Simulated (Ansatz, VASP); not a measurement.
Given: the input of a run of VASP 6.6.1 on LaSc.

INCAR

```
SYSTEM = LaSc
PREC     = Accurate       ! precision mode
ENCUT    = 600            ! plane-wave cutoff, eV
EDIFF    = 1E-6           ! SCF threshold, eV
ISMEAR   = -1             ! smearing method
SIGMA    = 0.05           ! smearing width, eV
LREAL    = .FALSE.        ! projectors in reciprocal space
LASPH    = .TRUE.         ! aspherical terms in the spheres
NELM     = 60             ! most SCF steps
ALGO     = Normal         ! electronic algorithm
ISIF     = 3              ! what is computed and relaxed
LWAVE    = .FALSE.        ! write WAVECAR
LCHARG   = .FALSE.        ! write CHGCAR
GGA      = PE             ! functional
IBRION   = 2              ! ionic algorithm
NSW      = 60             ! ionic steps
EDIFFG   = -0.005         ! ionic threshold
```

File KPOINTS:

```
regular mesh
0
G
  7 7 7
  0 0 0
```

The input POSCAR:

```
LaSc
1.0
    3.9480400000      0.0000000000      0.0000000000
    0.0000000000      3.9480400000      0.0000000000
    0.0000000000      0.0000000000      3.9480400000
La Sc
1 1
Direct
    0.0000000000      0.0000000000      0.0000000000
    0.5000000000      0.5000000000      0.5000000000
```

Potentials or basis: VASP PAW PBE potentials, release 64 (La, Sc_sv).

Launch:

```console
$ cat potpaw_PBE.64/La/POTCAR potpaw_PBE.64/Sc_sv/POTCAR > POTCAR
$ mpirun -np 1 vasp_std > vasp.out
```

Problem. Translate it to Ansatz 0.2.0. Potentials there: Ansatz PAW.

Solution. As run (the cutoff follows the program's own potentials):

The input input.yaml:

```yaml
crystal:
  lattice:
    - [3.94804, 0.0, 0.0]
    - [0.0, 3.94804, 0.0]
    - [0.0, 0.0, 3.94804]
  atoms:
    - { symbol: La, position: [0.0, 0.0, 0.0] }
    - { symbol: Sc, position: [0.5, 0.5, 0.5] }
hamiltonian:
  xc: pbe
  pseudopotentials: { kind: paw }
kpoints:
  mp_grid: { grid: [7, 7, 7] }
scf:
  occupations: { method: fermi_dirac, width: 0.05 }
output:
  forces: true
  stress: true
  eigenvalues: true
relax:
  f_tol: 0.01
  max_steps: 40
  cell: { stress_tol: 0.05 }
```

Potentials or basis: Ansatz PAW.

Run with:

```bash
$ ansatz run input.yaml --threads 2 --pin off --max-ram 5632MiB --backend cpu --events-out ev --progress --plain --runs-dir out
```

Both were run:

|  | VASP | Ansatz | Ansatz less VASP |
| --- | --- | --- | --- |
| gap on the k mesh at the Fermi level, each at its own relaxed structure (eV) | none | none | - |
| relaxed volume (Å³/atom) | 30.80 | 30.77 | -0.032 |
| relaxed cell length with the largest relative difference (Å) | 3.949 | 3.948 | -0.0014 |

A gap of «none» marks a metal or a gap that the smearing closes.

Caveats: the plane-wave basis is chosen anew once the cell has moved, so the energies of steps on either side of that aren't comparable (Ansatz). The runs have no spin-orbit coupling, so splittings on La are missing.
